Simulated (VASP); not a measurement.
Set up this calculation in VASP 6.6.1, as the native input.

| Item | Value |
| --- | --- |
| Task | single point |
| Functional | PBE |
| Potentials or basis | VASP PAW PBE potentials, release 64 (Ba_sv) |
| Cutoff | 520 eV |
| k mesh | 14 × 14 × 1 |
| Occupations | gaussian, width 0.1 eV |
| Spin | no spin polarisation |
| Dipole correction | yes |
| Further INCAR settings | ALGO = Fast; EDIFF = 1e-06; NBANDS = 11 |

The structure of Ba lies in POSCAR:

```
Ba
1.0
    4.2030760620      0.0000000000      0.0000000000
    0.0000000000      4.2110841178      0.0000000000
    0.0000000000      0.0000000000     23.8000000000
Ba
1
Direct
    0.0000000000      0.0000000000      0.2941176471
```

The cell was built by a generator and needn't be a form met in nature.

The input as run:

INCAR

```
SYSTEM = Ba
ALGO = Fast
DIPOL = 0.5 0.5 0.294
EDIFF = 1E-6
ENCUT = 520
GGA = PE
IDIPOL = 3
ISIF = 2
ISMEAR = 0
LASPH = .TRUE.
LCHARG = .FALSE.
LDIPOL = .TRUE.
LREAL = .FALSE.
LWAVE = .FALSE.
NBANDS = 11
NELM = 60
PREC = Accurate
SIGMA = 0.1
```

KPOINTS

```
k-points
0
G
  14 14 1
  0 0 0
```

Potentials or basis: VASP PAW PBE potentials, release 64 (Ba_sv).

Launch:

```console
$ cat potpaw_PBE.64/Ba_sv/POTCAR > POTCAR
$ mpirun -np 1 vasp_std > vasp.out
```

Results of the run:

| Property | Result |
| --- | --- |
| Band gap on the k mesh | none (metal or under the smearing width) |

Wall time 6.1 min on 1 thread of Intel(R) Xeon(R) Platinum 8559C (Emerald Rapids), on a shared host, peak memory 0.63 GiB.
